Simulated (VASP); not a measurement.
# Hf2Sb3Pd (space group P-4m2): computed properties

The numbers are results of PBEsol GGA, VASP's PBE PAW potentials (set 64) (plane waves; VASP), not measurements.

```yaml
space_group: P-4m2 (115)
cell: a = b = 3.894 Å, c = 8.488 Å, α = β = γ = 90.00°
volume_per_atom: 21.45 Å³/atom
band gap (over mesh and band path): none (metal, semimetal or under 0.01 eV)
band_gap_with_spin_orbit_coupling: none (metallic)
density: 10.69 g/cm³
```

```
Hf2PdSb3
1.0
    3.89397     0.00000     0.00000
    0.00000     3.89397     0.00000
    0.00000     0.00000     8.48805
Hf Sb Pd
2 3 1
Direct
  0.50000   0.00000   0.73863
  0.00000   0.50000   0.26137
  0.50000   0.00000   0.38107
  0.00000   0.50000   0.61893
  0.00000   0.00000   0.00000
  0.50000   0.50000   0.00000
```

Unless said otherwise, spin-orbit coupling is left out, though it shifts the bands of the heavy elements here.

The structure comes from a computed database's Hf2Sb3Pd entry (P-4m2); how it stands against other phases isn't given here. It was relaxed first. Symmetry was kept, so distortions that lower it aren't found. The electron count is odd and the run is not spin-polarised, which forces a metal.
